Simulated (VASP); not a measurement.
Level of theory: r2SCAN meta-GGA, VASP's PBE PAW potentials (set 64) (plane waves; VASP).

VASP input:

**INCAR**
```
SYSTEM=BiB
PREC=Accurate; ENCUT=520; LREAL=.False.
LASPH=.True.
EDIFF=1E-7; NELM=100; ALGO=Normal
LMAXMIX=4; LMIXTAU=.True.
ISMEAR=-5
METAGGA=R2SCAN
ISIF=2
LWAVE=.False.; LCHARG=.False.; LORBIT=11
NEDOS=601
```

File KPOINTS:
```
kpoints
0
Gamma
9 9 9
0 0 0
```

**KPOINTS_OPT**
```
k-points along high-symmetry lines
10
Line-mode
Reciprocal
  0.000000   0.000000   0.000000 ! GAMMA
 -0.500000  -0.500000   0.000000 ! X

 -0.500000  -0.500000   0.000000 ! X
 -0.375000  -0.375000   0.250000 ! U

 -0.375000   0.000000   0.375000 ! K
  0.000000   0.000000   0.000000 ! GAMMA

  0.000000   0.000000   0.000000 ! GAMMA
  0.000000   0.000000   0.500000 ! L

  0.000000   0.000000   0.500000 ! L
 -0.500000  -0.250000   0.250000 ! W

 -0.500000  -0.250000   0.250000 ! W
 -0.500000  -0.500000   0.000000 ! X
```

File POSCAR:
```
BiB
1.0
  0.0000000000   2.7446091342   2.7446091342
  2.7446091342   0.0000000000   2.7446091342
  2.7446091342   2.7446091342   0.0000000000
Bi B
1 1
Cartesian
  1.3723045671   1.3723045671   1.3723045671
  0.0000000000   0.0000000000   0.0000000000
```

POTCAR, in this order: Bi_d B (PBE.64 set). Program: vasp_std.

Q: What will the output report for the number of irreducible k-points (NKPTS), number of bands (NBANDS), largest plane-wave count, number of space-group operations, FFT grid (NGX, NGY, NGZ)?

A: 
The number of irreducible k-points (NKPTS) is 35, the number of bands (NBANDS) is 13 and the largest plane-wave count is 1139. The number of space-group operations is 24 and the FFT grid (NGX, NGY, NGZ) is 30 × 30 × 30.

The structure was generated: BiB was put into the zincblende type (F-43m), which need not be its known phase. It was relaxed first, which changed the volume by -6 %.
